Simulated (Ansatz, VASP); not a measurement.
One calculation of Zn2CdN2, two programs

```
Cd Zn N
1.0
     3.46847    0.00000    0.00000
    -1.73423    3.00378    0.00000
     0.00000    0.00000    6.11130
Cd Zn N
1 2 2
Direct
  0.00000 0.00000 0.51636
  0.33333 0.66667 0.85187
  0.66667 0.33333 0.14813
  0.33333 0.66667 0.23394
  0.66667 0.33333 0.76606
```

The cell comes from a database or a generator and needn't be the stable form of this composition.

Alike in both runs: task single point; functional PBE; k mesh 9 × 9 × 4; occupations gaussian, width 0.02 eV; no spin polarisation.

|  | VASP | Ansatz |
| --- | --- | --- |
| version | VASP 6.6.1 | Ansatz 0.2.0 |
| potentials or method | VASP PAW PBE potentials, release 64 (Cd, Zn, N) | scalar-relativistic, plane waves, PAW |
| plane-wave cutoff (eV) | 520 | 720 |
| valence electrons in the cell | 46 | 54 |

|  | VASP | Ansatz | Ansatz less VASP |
| --- | --- | --- | --- |
| pressure (GPa) | 0.1 | -0.8 | -0.84 |
| largest component of the traceless stress (GPa) | 0.09 | 0.06 | -0.034 |
| rms of the force components (eV/Å) | 0.249 | 0.242 | -0.0065 |

Atom by atom the forces differ by 0.009 eV/Å (rms over components). The two sets of potentials don't hold the same shells in valence. Ansatz warned: «stress_scf_threshold_loose».
